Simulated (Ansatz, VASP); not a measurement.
# HfB2: VASP beside Ansatz, part 2 of 2

Wanted: the spread between two codes on one cell, functional and k mesh. The cell is taken from a series of runs on this material, whose earlier steps may have relaxed, scaled, displaced or heated it; both programs get it as it stands.

VASP 6.6.1 and Ansatz 0.2.0.

So far: Starting point; VASP: zone-centre phonons, PBEsol.

## Step 3: Ansatz: zone-centre phonons, PBEsol

Level of this step: Ansatz beside VASP: Kohn-Sham DFT, plane waves, PBEsol (Ansatz).

Ansatz runs on its PAW soft_1 files.

The same cell, functional, mesh and smearing now go to Ansatz, which takes its cutoff from its data sets.

input.yaml

```yaml
crystal:
  lattice:
    - [3.1584279904, 0.0, 0.0]
    - [-1.5792139952, 2.7352788757, 0.0]
    - [0.0, 0.0, 3.4281418098]
  atoms:
    - { symbol: B, position: [0.3333333333, 0.6666666667, 0.5] }
    - { symbol: B, position: [0.6666666667, 0.3333333333, 0.5] }
    - { symbol: Hf, position: [0.0, 0.0, 0.0] }
kpoints:
  mp_grid: { grid: [15, 15, 12] }
hamiltonian:
  xc: pbesol
  pseudopotentials: { kind: paw, azcp: { folder: soft_1 }, xc_functional: pbe }
scf:
  occupations: { method: methfessel_paxton, width: 0.2 }
output:
  eigenvalues: true
phonons:
  method: dfpt
```

On the command line:

```bash
$ ansatz run input.yaml --threads 4 --pin off --max-ram 10240MiB --backend cpu --events-out ev --progress --plain --runs-dir out
```

Numbers of over 12 decimals in the logs are rounded to 6 here.

The log of the run:

```text
zone centre: on kpoints.mp_grid the ground state, and the responses unless they are solved on pairs of k-points, stand on 448 of the mesh's 2700 k-points, reduced under 4 symmetry operations, with k and −k counted as one. Each operation leaves every solved displacement unchanged or reverses it
Engine: ansatz 0.2.0, aarch64-unknown-linux-gnu
Pseudopotentials: kind: paw
Pseudopotential: B, paw, valence charge 3, recommended cutoff 420 eV (normal), soft_1/B.paw.azcp
Pseudopotential: Hf, paw, valence charge 26, recommended cutoff 420 eV (normal), soft_1/Hf.paw.azcp
Functional definition: PBEsol
  exchange = pbesol_x
  correlation = pbesol_c
Crystal: 3 atoms, lattice volume = 29.616 Å³
Basis set: ecut = 420 eV, 563 PW (Γ), exchange–correlation on 48×48×48 points (8 copies of the dense FFT grid, shifted against one another)
Bands: 20, of which v1, the nominal top of the filled ones, is band 16 counted from 1 (15 counted from 0)
Symmetry: 24 space group operations
k-points: 448 of 2700 (irreducible under 4 space group operations, time reversal used)
Non-local potential: B, projectors of the file, l = 0: 2, l = 1: 2, l = 2: 1
Non-local potential: Hf, projectors of the file, l = 0: 3, l = 1: 2, l = 2: 2, l = 3: 3
PAW form: soft (Blöchl's): semilocal exchange-correlation on the pseudo side does not see the compensation charge
PAW frozen core: B, regenerated for the run's functional, and the local potential with it (the file was generated under x = pbe(κ = 0.804, μ = 0.219515), c = pbe(β = 0.066725))
PAW frozen core: Hf, regenerated for the run's functional, and the local potential with it (the file was generated under x = pbe(κ = 0.804, μ = 0.219515), c = pbe(β = 0.066725))
PAW one-centre angular grid: B, 110 points (default); XC on 64 Gauss nodes
PAW one-centre angular grid: Hf, 590 points (default); XC on 64 Gauss nodes
Initial density: superposition of atomic densities (chi_scale 0.1, normalization cell, long waves kept (reshape's long-wave potential 0.00 eV rms))
Initial wavefunctions: pseudopotential atomic-orbital guess
Functional: x = pbesol(κ = 0.804, μ = 0.123457), c = pbesol(β = 0.046)
SCF iter   1: F=—  HF=-15907.925343 eV  |F-HF|=—  |Δ(HF+E_count)|=         —  Δρ=6.24e-2  dr2=1.78e0  ethr=3.10e-3  ⟨swp⟩=4.2  Hψ=35148  notcnv=0
preconditioner: auto → none  [metal: Δε(μ)=0.035 eV  Ē_g=16.626 eV  σ=0.200 eV  W_gap=0.15  n_scr=8 (ndim 8)  ℏωp=37.4 eV  f_vac=0.000  D(μ)=0.25/eV (n_scr^D=0)  sad-step TF]
SCF iter   2: F=—  HF=-15907.547213 eV  |F-HF|=—  |Δ(HF+E_count)|=   3.78e-1  S|Δr|=    0.00e0  Δρ=3.31e-2  dr2=5.18e-1  ethr=3.10e-3  ⟨swp⟩=3.0  Hψ=19019  notcnv=0
SCF iter   3: F=—  HF=-15907.426385 eV  |F-HF|=—  |Δ(HF+E_count)|=   1.21e-1  S|Δr|=    0.00e0  Δρ=1.08e-2  dr2=2.34e-2  ethr=1.62e-3  ⟨swp⟩=2.1  Hψ=18464  notcnv=0
SCF iter   4: F=—  HF=-15907.369428 eV  |F-HF|=—  |Δ(HF+E_count)|=   5.70e-2  S|Δr|=    0.00e0  Δρ=2.88e-3  dr2=1.21e-3  ethr=7.30e-5  ⟨swp⟩=2.3  Hψ=17995  notcnv=0
SCF iter   5: F=—  HF=-15907.372426 eV  |F-HF|=—  |Δ(HF+E_count)|=   3.00e-3  S|Δr|=    0.00e0  Δρ=8.07e-4  dr2=2.31e-4  ethr=3.77e-6  ⟨swp⟩=2.0  Hψ=16447  notcnv=0
SCF iter   6: F=—  HF=-15907.372253 eV  |F-HF|=—  |Δ(HF+E_count)|=   1.74e-4  S|Δr|=    0.00e0  Δρ=1.20e-4  dr2=7.89e-6  ethr=7.22e-7  ⟨swp⟩=2.0  Hψ=16173  notcnv=0
SCF iter   7: F=—  HF=-15907.372252 eV  |F-HF|=—  |Δ(HF+E_count)|=   3.43e-7  S|Δr|=    0.00e0  Δρ=2.75e-5  dr2=2.18e-7  ethr=2.46e-8  ⟨swp⟩=2.6  Hψ=15352  notcnv=0
SCF iter   8: F=—  HF=-15907.372252 eV  |F-HF|=—  |Δ(HF+E_count)|=   2.80e-7  S|Δr|=    0.00e0  Δρ=2.45e-6  dr2=4.90e-10  ethr=6.81e-10  ⟨swp⟩=2.6  Hψ=15683  notcnv=0
SCF iter   9: F=—  HF=-15907.372252 eV  |F-HF|=—  |Δ(HF+E_count)|=  2.24e-10  S|Δr|=    0.00e0  Δρ=2.39e-7  dr2=2.58e-11  ethr=1.53e-12  ⟨swp⟩=2.3  Hψ=16735  notcnv=0
SCF iter  10: F=-15907.372252 eV  HF=-15907.372252 eV  |F-HF|=0.00e0  |Δ(HF+E_count)|=  7.28e-12  S|Δr|=    0.00e0  Δρ=2.73e-8  dr2=1.37e-13  ethr=1.00e-12  ⟨swp⟩=5.8  Hψ=42467  notcnv=0
SCF 1 converged in 10 iterations: F = -15907.372252 eV  dr2 = 1.37e-13
  greatest PAW one-centre occupation: 0.998 electrons in one spin orbital (limit 2), on the Hf atom at site 2 (counted from 0), in its partial waves of l = 0
DFPT response loops at Γ: preconditioner auto → Kerker (q_TF=auto, 2.764 Å⁻¹) (partly filled bands, converged f_vac=0.000); β = 1.00, the filter's whole step (`scf.mixing.beta` (0.50) is not read by the response loops under this deck's `scf.mixing.preconditioner`; to damp them name `kerker` or `kerker_dos`, under which they read `scf.mixing.beta`, and type it under 1.00, their step now; both keys bind the ground state too); Broyden in place of MSR1
SCF converged after 10 iterations
Stability not checked: this state was not tested for a lower state beside it, because cold or Methfessel-Paxton smearing, or corrected tetrahedra, fill the levels in a way that the test cannot read (fill_not_monotonic; see scf.lower_state_search)
Free energy (F): -15907.372252 eV
Harris-Foulkes:  -15907.372252 eV  (|F-HF|=0.00e0)
Internal energy: -15907.372449 eV  (E = F + TS)
E sigma→0 (E₀):  -15907.372301 eV
Entropy (-TS):   0.000197 eV (0.066 meV/atom)
Fermi energy:    19.162829 eV
--- Per-component energies (eV) ---
  E_band       = 85.923645
  E_kinetic    = 511.164930
  E_local      = -6506.976233  (includes V_loc(G=0)·N_el)
  E_nonlocal   = 81.933061
  E_hartree    = 3201.965837
  E_xc         = -332.314074
  E_vxc        = -335.081886  (∫ρ·V_xc dr)
  E_paw        = -7727.305077  (= ΣΔE_a)
  E_vpaw       = -69.048032  (= ΣTr[D̂ρ^β])
  E_aug_tail   = 0.000128  (compensation charges beyond the density's cutoff)
  E_ewald      = -5137.121500
  E_core_change = 1.280478  (= ΣΔE_core)
  E_smearing   = 0.000197  (= −TS)
  E_closure    = -0.000000  (closes the sum)
  Σ components = -15907.372252   (vs F -15907.372252, Δ=0.00e0)
--- Band table (eV; the first three rows and the last of 448) ---
  k-point 0: bands = [... 12 lower, 16.0659, 16.0659, 16.1658, 16.6048, 23.0961, 23.0961, 23.9429, 23.9598]
  k-point 1: bands = [... 12 lower, 15.2950, 16.1408, 16.1408, 17.4347, 22.2020, 22.2020, 23.7027, 23.7027]
  k-point 2: bands = [... 12 lower, 14.1999, 16.3620, 16.3620, 18.4377, 21.1613, 21.1613, 23.0311, 23.0311]
  k-point 447: bands = [... 12 lower, 11.8439, 14.0353, 14.6113, 16.1608, 23.3457, 24.1238, 24.4990, 25.7663]
--- Phonons (Γ-DFPT): 4 representative perturbations + reference, on 448 of 2700 k-points (Σ response iterations 12) ---
  k mesh reduced under 4 symmetry operations, with k and −k counted as one. Each operation leaves every solved displacement unchanged or reverses it
  ASR residual: 9.354e-6 → 0.000e0 eV/Å²; symmetrization residual: 8.948e-7 eV/Å²
  ASR residual per site (eV/Å²): 8.39e-6 8.39e-6 9.35e-6
  Γ frequencies (cm⁻¹): 0.00 0.00 0.00 445.65 445.65 471.44 548.55 777.39 777.39
  non-analytic LO–TO correction: not included (Born effective charges unavailable; polar crystals: no LO–TO splitting at Γ)
```

## Step 4: Side by side

Known differences besides the potentials themselves: the data sets hold 32 valence electrons in Ansatz (on its PAW soft_1 files) and 16 in VASP; the cutoff is 420 eV in Ansatz and 500 eV in VASP; Ansatz makes its cores anew for this functional, VASP keeps those of its PBE data sets. Total energies have different zeros and are not compared.

The two programs side by side:

```
                  quantity  Ansatz   VASP  difference
optical mode 1 to 2 (cm⁻¹)   445.6  447.0     -0.30 %
     optical mode 3 (cm⁻¹)   471.4  472.6     -0.24 %
     optical mode 4 (cm⁻¹)   548.5  549.8     -0.23 %
optical mode 5 to 6 (cm⁻¹)   777.4  782.4     -0.64 %
```

Modes are paired by rising frequency, not by their patterns, so a pair may set unlike modes beside each other; they are those without the splitting of longitudinal modes.

## Step 5: What came out

```json
{
  "r.m.s. difference of the optical zone-centre modes, each program's sorted by frequency (zone-centre phonons, PBEsol)": "3.1 cm⁻¹",
  "difference in optical mode 5 to 6 (zone-centre phonons, PBEsol)": "-0.6 %"
}
```

The r.m.s. difference of the optical zone-centre modes, each program's sorted by frequency is 3.1 cm⁻¹ (zone-centre phonons, PBEsol). The data sets hold unlike numbers of valence electrons (32 in Ansatz and 16 in VASP), so part of the differences comes from the potentials. Among the rows given in per cent, the largest difference of the zone-centre phonons, PBEsol pair is in optical mode 5 to 6, -0.6 %. How closely two codes agree says nothing of how well the functional describes the real material.

[Lines on the potential files, build, host, timing and source positions are cut from VASP's logs without a mark.]

[Logs are printed without paths, hosts, clocks, repeated set-up lines and the standing remarks that a program may print on its own settings, such as how far it seeks lower states.]

[Hosts, paths, dates, database ids (printed as entryN), source tags and the programs' standing remarks are cut or masked in the printed files.]
